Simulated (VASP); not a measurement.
# CaCd$_{3}$O$_{4}$ (ordered alloy cell): computed properties

The numbers are results of PBEsol GGA, VASP's PBE PAW potentials (set 64) (plane waves; VASP 6.6.1), not measurements.

For CaCd$_{3}$O$_{4}$, the space group is R-3m (166), the cell comes out as a = b = 3.357 Å, c = 32.296 Å, α = β = 90.00°, γ = 120.00° and the volume per atom comes out as 13.13 Å³/atom. The band gap (over mesh and band path) is 0.46 eV. The smallest direct gap (over mesh and band path) is 0.57 eV, the band-edge character is indirect, T to Γ and the density is 6.97 g/cm³.

```cif
data_Ca3Cd9O12
_chemical_formula_sum 'Cd9 O12 Ca3'
_space_group_name_H-M_alt 'R-3m :H'
_space_group_IT_number 166
_space_group_name_Hall '-R 3 2"'
_cell_length_a 3.35725
_cell_length_b 3.35725
_cell_length_c 32.29552
_cell_angle_alpha 90.000
_cell_angle_beta 90.000
_cell_angle_gamma 120.000
loop_
_atom_site_label
_atom_site_type_symbol
_atom_site_symmetry_multiplicity
_atom_site_Wyckoff_symbol
_atom_site_fract_x
_atom_site_fract_y
_atom_site_fract_z
_atom_site_occupancy
Cd1 Cd 6 c 0.00000 0.00000 0.25005 1
Cd2 Cd 3 a 0.00000 0.00000 0.00000 1
O1 O 6 c 0.00000 0.00000 0.37499 1
O2 O 6 c 0.00000 0.00000 0.12566 1
Ca1 Ca 3 b 0.00000 0.00000 0.50000 1
```
(The calculation used a cell of 8 atoms; values per cell refer to that cell.)

The structure was generated: CaCd3O4 was put into an ordered model structure (R-3m), which need not be its known phase. It was relaxed first. Symmetry was kept, so distortions that lower it aren't found.
